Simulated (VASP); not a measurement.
# SiC (wurtzite): computed properties

These are r2SCAN meta-GGA, VASP's PBE PAW potentials (set 64) (plane waves; VASP) values and carry that method's errors.

```
Item                                                                                              Result
---------------------------------------------  ---------------------------------------------------------
space group                                                                                 P6_3mc (186)
cell                                           a = b = 3.074 Å, c = 5.047 Å, α = β = 90.00°, γ = 120.00°
volume per atom                                                                            10.33 Å³/atom
band gap (over mesh and band path)                                                               2.66 eV
smallest direct gap (over mesh and band path)                                                    4.49 eV
band-edge character                                                                     indirect, Γ to K
density                                                                                       3.22 g/cm³
mean ε∞ (independent particles)                                                                     6.56
```

```
CELL_PARAMETERS angstrom
      1.53719    -2.66249     0.00000
      1.53719     2.66249     0.00000
      0.00000     0.00000     5.04708
ATOMIC_POSITIONS crystal
  Si 0.66667 0.33333 0.49960
  Si 0.33333 0.66667 0.99960
  C  0.66667 0.33333 0.87540
  C  0.33333 0.66667 0.37540
```

Measured: gap 3.33 eV (computed value off by -0.67 eV), as given by Daiki Deguchi et al., Japanese Journal of Applied Physics (2016), arXiv:1512.06930; a 3.076 Å (computed value off by -0.1 %), c 5.048 Å (computed value off by -0.0 %), as given by Beate Paulus et al., Journal of Physics Condensed Matter (1997), arXiv:cond-mat/9701136. The calculation is for a static lattice, while the measured a, c hold thermal and zero-point effects, which are part of the difference.

The compound is SiC in the wurtzite structure, the rare 2H polytype. It was relaxed first. Symmetry was kept, so distortions that lower it aren't found.
